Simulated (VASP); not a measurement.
VASP ran on this input.

File POSCAR:
```
Y2ZnS4
1
    0.0000000000     5.4848913528     5.4848913528
    5.4848913528    -0.0000000000     5.4848913528
    5.4848913528     5.4848913528     0.0000000000
Y Zn S
4 2 8
Direct
  0.6250000000   0.1250000000   0.1250000000
  0.1250000000   0.1250000000   0.6250000000
  0.1250000000   0.6250000000   0.1250000000
  0.1250000000   0.1250000000   0.1250000000
  0.7500000000   0.7500000000   0.7500000000
  0.5000000000   0.5000000000   0.5000000000
  0.3716201527   0.8761266157   0.8761266157
  0.3738733843   0.3738733843   0.8783798473
  0.8761266157   0.3716201527   0.8761266157
  0.3738733843   0.3738733843   0.3738733843
  0.8761266157   0.8761266157   0.8761266157
  0.3738733843   0.8783798473   0.3738733843
  0.8761266157   0.8761266157   0.3716201527
  0.8783798473   0.3738733843   0.3738733843
```

### KPOINTS
```
Regular mesh
0
G
  3 3 3
```

**INCAR**
```
# general
SYSTEM   =  Y2ZnS4
PREC     =  Accurate
ENCUT    =  400
LREAL    =  Auto
LASPH    =  .TRUE.

# electronic loop
EDIFF    =  1E-6
NELM     =  100
ALGO     =  Normal
LMAXMIX  =  4
LMIXTAU  =  .TRUE.

# smearing
ISMEAR   =  0
SIGMA    =  0.05

# functional
METAGGA  =  R2SCAN

# ions
IBRION   =  2
NSW      =  60
ISIF     =  3
EDIFFG   =  -0.02

# output
LWAVE    =  .FALSE.
LCHARG   =  .FALSE.
```

POTCAR, in this order: Y_sv Zn S (PBE.64 set). Program: vasp_std.

Task: Write an equivalent input for Ansatz.

Result: One equivalent input (not run):
Ansatz 0.2 input:
```yaml
crystal:
  lattice:
    - [0.0000000, 5.4848914, 5.4848914]
    - [5.4848914, 0.0000000, 5.4848914]
    - [5.4848914, 5.4848914, 0.0000000]
  atoms:
    - { symbol: Y, position: [0.6250000, 0.1250000, 0.1250000] }
    - { symbol: Y, position: [0.1250000, 0.1250000, 0.6250000] }
    - { symbol: Y, position: [0.1250000, 0.6250000, 0.1250000] }
    - { symbol: Y, position: [0.1250000, 0.1250000, 0.1250000] }
    - { symbol: Zn, position: [0.7500000, 0.7500000, 0.7500000] }
    - { symbol: Zn, position: [0.5000000, 0.5000000, 0.5000000] }
    - { symbol: S, position: [0.3716202, 0.8761266, 0.8761266] }
    - { symbol: S, position: [0.3738734, 0.3738734, 0.8783798] }
    - { symbol: S, position: [0.8761266, 0.3716202, 0.8761266] }
    - { symbol: S, position: [0.3738734, 0.3738734, 0.3738734] }
    - { symbol: S, position: [0.8761266, 0.8761266, 0.8761266] }
    - { symbol: S, position: [0.3738734, 0.8783798, 0.3738734] }
    - { symbol: S, position: [0.8761266, 0.8761266, 0.3716202] }
    - { symbol: S, position: [0.8783798, 0.3738734, 0.3738734] }
kpoints:
  mp_grid: { grid: [3, 3, 3] }
hamiltonian:
  xc: r2scan
  pseudopotentials: { kind: paw }
scf:
  occupations: { method: gaussian, width: 0.05 }
  max_iter: 100
relax:
  max_steps: 60
  f_tol: 0.02
  cell: {}
output: { forces: true, stress: true, eigenvalues: true }
```
Limits of the translation: each code has its own PAW files, so the cut-off isn't converted (ENCUT is set for VASP's; basis.ecutwfc is left out, and Ansatz then takes the one that its files recommend); Ansatz stops its SCF on the density residual and VASP on the energy change (EDIFF).

The structure comes from a computed database's Y2ZnS4 entry (Fd-3m); how it stands against other phases isn't given here. It was relaxed first. The start is the result of an earlier pass.
